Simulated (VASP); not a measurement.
Crystal: Cd4TeO3.

```
Cd Te O
1.0
     3.85000    0.00000    0.00000
    -1.92500    3.33420    0.00000
     0.00000    0.00000   11.70000
Cd Te O
4 1 3
Direct
  0.33333 0.66667 0.45500
  0.33333 0.66667 0.91500
  0.00000 0.00000 0.68500
  0.00000 0.00000 0.22500
  0.00000 0.00000 0.00000
  0.33333 0.66667 0.27000
  0.33333 0.66667 0.73000
  0.00000 0.00000 0.50000
```

The cell was built by a generator and needn't be a form met in nature.

* Program: VASP 6.6.1
* Task: relaxation of cell and atoms
* Functional: PBE
* Potentials or basis: VASP PAW PBE potentials, release 64 (Cd, Te, O)
* Cutoff: 520 eV
* k mesh: 4 × 4 × 2
* Occupations: gaussian, width 0.15 eV
* Spin: no spin polarisation

At the start: pressure 13.2 GPa; volume 18.77 Å³/atom.

Question: Where does the relaxation end?

Answer: Over 18 steps the energy falls by 223.3 meV/atom and the volume is 20.72 Å³/atom (+10.3 %); space group P3m1 (No. 156, to 0.05 Å).

The path:
| step | energy change (eV) | largest force (eV/Å) | pressure (GPa) | volume (Å³) |
| --- | --- | --- | --- | --- |
| 1 | 0.0000 | 3.7153 | 13.18 | 150.19 |
| 2 | -0.9503 | 0.9660 | -5.90 | 186.32 |
| 3 | -1.2195 | 1.1340 | -1.64 | 173.19 |
| 4 | -1.2196 | 1.1449 | -1.35 | 172.71 |
| 5 | -1.4334 | 0.7501 | -1.18 | 170.72 |
| 6 | -1.6943 | 0.5814 | -0.28 | 165.92 |
| 7 | -1.7025 | 0.5949 | 0.20 | 164.83 |
| 8 | -1.7480 | 0.3991 | -0.03 | 165.27 |
| 9 | -1.7625 | 0.3058 | -0.14 | 165.66 |
| 10 | -1.7779 | 0.1784 | 0.15 | 165.07 |
| 11 | -1.7783 | 0.1644 | 0.30 | 164.93 |
| 12 | -1.7815 | 0.1209 | -0.31 | 166.26 |
| 13 | -1.7825 | 0.1027 | -0.22 | 165.82 |
| 14 | -1.7838 | 0.0920 | 0.12 | 165.08 |
| 15 | -1.7839 | 0.0896 | 0.21 | 165.21 |
| 16 | -1.7849 | 0.0920 | 0.04 | 165.45 |
| 17 | -1.7850 | 0.0957 | 0.03 | 165.51 |
| 18 | -1.7861 | 0.0608 | -0.04 | 165.73 |

Final structure:
```
CELL_PARAMETERS angstrom
3.86444 0.00000 0.00000
-1.93222 3.34670 0.00000
0.00000 0.00000 12.81415
ATOMIC_POSITIONS crystal
Cd 0.33333 0.66667 0.46034
Cd 0.33333 0.66667 0.88586
Cd 0.00000 0.00000 0.67074
Cd 0.00000 0.00000 0.24970
Te 0.00000 0.00000 0.01706
O 0.33333 0.66667 0.28410
O 0.33333 0.66667 0.71571
O 0.00000 0.00000 0.49650
```

Caveat: the k mesh is coarse (spacing up to 0.47 Å⁻¹), so the values aren't converged.
